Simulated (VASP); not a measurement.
Output of a VASP run:

### OSZICAR
```
       N       E                     dE             d eps       ncg     rms          rms(c)
DAV:   1     0.215989613404E+03    0.21599E+03   -0.13574E+04  2688   0.147E+03
DAV:   2    -0.308478112983E+01   -0.21907E+03   -0.21701E+03  3392   0.413E+02
DAV:   3    -0.172448240697E+02   -0.14160E+02   -0.14072E+02  5064   0.795E+01
DAV:   4    -0.174971959796E+02   -0.25237E+00   -0.25212E+00  2952   0.118E+01
DAV:   5    -0.175037008389E+02   -0.65049E-02   -0.65048E-02  4256   0.130E+00    0.169E+01
DAV:   6    -0.169980894411E+02    0.50561E+00   -0.80841E-01  2792   0.831E+00    0.705E+00
DAV:   7    -0.169078810418E+02    0.90208E-01   -0.58051E-01  3976   0.612E+00    0.113E+00
DAV:   8    -0.169150754082E+02   -0.71944E-02   -0.41359E-02  3424   0.179E+00    0.276E-01
DAV:   9    -0.169152730249E+02   -0.19762E-03   -0.14115E-03  3464   0.409E-01    0.394E-02
DAV:  10    -0.169152234714E+02    0.49554E-04   -0.33744E-05  3824   0.462E-02    0.216E-02
DAV:  11    -0.169152256124E+02   -0.21410E-05   -0.96678E-06  2936   0.407E-02    0.457E-03
DAV:  12    -0.169152252919E+02    0.32047E-06   -0.29487E-07  2032   0.450E-03
   1 F= -.14254700E+02 E0= -.14254465E+02  d E =-.142547E+02
```

**OUTCAR**
```
------------------------ aborting loop because EDIFF is reached ----------------------------------------
  FORCE on cell =-STRESS in cart. coord.  units (eV):
  Direction    XX          YY          ZZ          XY          YZ          ZX
  --------------------------------------------------------------------------------------
  Total        2.6800141      2.6800140      2.6706366      0.0000000      0.0000000     -0.0000000
  in kB      100.7325255    100.7325205    100.3800580      0.0000000      0.0000000     -0.0000000
  external PRESSURE =       0.6150347 kB  Pullay stress =     100.0000000 kB
  volume of cell :       42.63
      direct lattice vectors                 reciprocal lattice vectors
     1.560933659 -2.703616338  0.000000000     0.320321109 -0.184937483  0.000000000
     1.560933659  2.703616338  0.000000000     0.320321109  0.184937483  0.000000000
     0.000000000  0.000000000  5.050314631     0.000000000  0.000000000  0.198007465
 POSITION                                       TOTAL-FORCE (eV/Angst)
 -----------------------------------------------------------------------------------
      1.56093      0.90121      1.26258        -0.000000      0.000000      0.000000
      1.56093     -0.90121      3.78774         0.000000     -0.000000      0.000000
 -----------------------------------------------------------------------------------
    total drift:                               -0.000121      0.001102     -0.000019
  FREE ENERGIE OF THE ION-ELECTRON SYSTEM (eV)
  ---------------------------------------------------
  free  energy   TOTEN  =       -16.9152252919 eV

  energy  without entropy=      -16.9145185398  energy(sigma->0) =      -16.91498971
  enthalpy is  TOTEN    =       -14.2547002182 eV   P V=        2.6605250737

 reached required accuracy - stopping structural energy minimisation
```
(Selected blocks of OUTCAR.)

**POSCAR**
```
Zr
1
    1.5609336591    -2.7036163375     0.0000000000
    1.5609336591     2.7036163375    -0.0000000000
   -0.0000000000    -0.0000000000     5.0503146310
Zr
2
Direct
  0.3333330000   0.6666670000   0.2500000000
  0.6666670000   0.3333330000   0.7500000000
```

Question: Reconstruct the remaining input files.

Answer: Several could match; the one computed here: the input of the run itself, PBE GGA, plane waves, VASP's PBE PAW potentials (set 64).

### INCAR
```
PREC = Accurate
NELM = 100   # most electronic steps
LWAVE = .False.
ALGO = Normal   # blocked Davidson
SYSTEM = Zr
NSW = 40   # most ionic steps
LREAL = .False.
IBRION = 2
PSTRESS = 100
ENCUT = 500   # plane-wave cut-off (eV)
ISIF = 3   # ions, shape and volume
EDIFF = 1E-6   # SCF stop (eV)
LCHARG = .False.
ISMEAR = 1
EDIFFG = -0.02   # ionic stop
SIGMA = 0.1   # width (eV)
LASPH = .True.   # aspherical one-centre terms
LMAXMIX = 4   # l cut-off of mixed one-centre charges
GGA = PE
```

**KPOINTS**
```
Automatic mesh
0
Gamma
13 13 7
0 0 0
```

POTCAR, in this order: Zr_sv (PBE.64 set). Program: vasp_std.

The compound is Zr in the hcp structure. It was relaxed first under an external pressure of 10 GPa.
